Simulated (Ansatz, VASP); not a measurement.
## One calculation of TaO5, two programs

```xyz
6
Lattice="4.4155 0.0000 0.0000 -2.2078 3.8240 0.0000 0.0000 0.0000 3.6204" Properties=species:S:1:pos:R:3 pbc="T T T"
Ta    0.0000    0.0000    0.0000
O     2.2078    0.0000    1.8102
O     1.1039    1.9120    1.8102
O    -1.1039    1.9120    1.8102
O     0.0000    2.5493    0.0000
O     2.2078    1.2747    0.0000
```

Change from the starting cell: species swapped into the PrPt5 type (P6/mmm, No. 191).

Alike in both runs: task single point; functional PBE; k mesh 6 × 6 × 6; occupations gaussian, width 0.1 eV; no spin polarisation.

|  | VASP | Ansatz |
| --- | --- | --- |
| version | VASP 6.6.1 | Ansatz 0.2.0 |
| potentials or method | VASP PAW PBE potentials, release 64 (Ta_pv, O) | scalar-relativistic, plane waves, PAW |
| plane-wave cutoff (eV) | 520 | 420 |
| valence electrons in the cell | 41 | 43 |

```tsv
	VASP	Ansatz	Ansatz less VASP
gap on the k mesh at the Fermi level (eV)	none	none	-
pressure (GPa)	-22.0	-21.8	+0.18
largest component of the traceless stress (GPa)	34.20	34.44	+0.241
```

A gap of «none» marks a metal or a gap that the smearing closes. The two sets of potentials don't hold the same shells in valence.

Caveats: so large a pressure means that the cell lies far from this level's equilibrium, or that cutoff or potentials fall short (VASP); an odd number of electrons without spin polarisation forces a metal; a magnetic or distorted state may lie lower. The runs have no spin-orbit coupling, so splittings on Ta are missing.
